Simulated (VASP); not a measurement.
The system is LuMnIn.

```
Lu In Mn
1.0
     4.73656    0.00000    0.00000
    -2.36828    4.10198    0.00000
     0.00000    0.00000    3.40074
Lu In Mn
1 1 1
Cartesian
  0.0000 0.0000 0.0000
  2.3683 1.3673 1.7004
  0.0000 2.7347 1.7004
```

The cell comes from a database or a generator and needn't be the stable form of this composition.

```yaml
Program: VASP 6.6.1
Task: single point
Functional: PBE
Potentials_or_basis: VASP PAW PBE potentials, release 64 (Lu, In_d, Mn_pv)
Cutoff: 520 eV
k_mesh: 7 × 7 × 8
Occupations: fermi-dirac, width 0.05 eV
Spin: collinear spin, ferromagnetic start
Starting_moments: "[0.0, 0.0, 4.0] μB"
```

On this cell: pressure 0.0 GPa; largest force under 0.003 eV/Å; net moment 3.51 μB per cell; site moments Lu -0.15; In -0.04; Mn +3.62 μB; band gap on the k mesh none (metal or under the smearing width).

The same run follows on a disturbed copy (atoms moved at random, drawn with an rms of 0.05 Å):

```
Lu In Mn
1.0
     4.73656    0.00000    0.00000
    -2.36828    4.10198    0.00000
     0.00000    0.00000    3.40074
Lu In Mn
1 1 1
Direct
  0.99799 0.00612 0.03074
  0.67177 0.32252 0.49322
  0.32865 0.66347 0.49749
```

Question: What does the disturbed cell give?

Answer: The energy (extrapolated to zero smearing) moves by +21.9 meV/atom; pressure 0.5 GPa; largest force 0.763 eV/Å; net moment 3.51 μB per cell; site moments Lu -0.14; In -0.03; Mn +3.62 μB; band gap on the k mesh none (metal or under the smearing width).

Forces on the atoms (eV/Å):
```
Lu   0.312 -0.303 -0.559
In  -0.584  0.384  0.305
Mn   0.272 -0.081  0.254
```

Stress tensor (GPa, compression positive):
```
 0.81  0.12 -0.21
 0.12  0.36  0.21
-0.21  0.21  0.26
```

Caveats: spin-orbit coupling is left out, which moves the levels of the heavy elements.
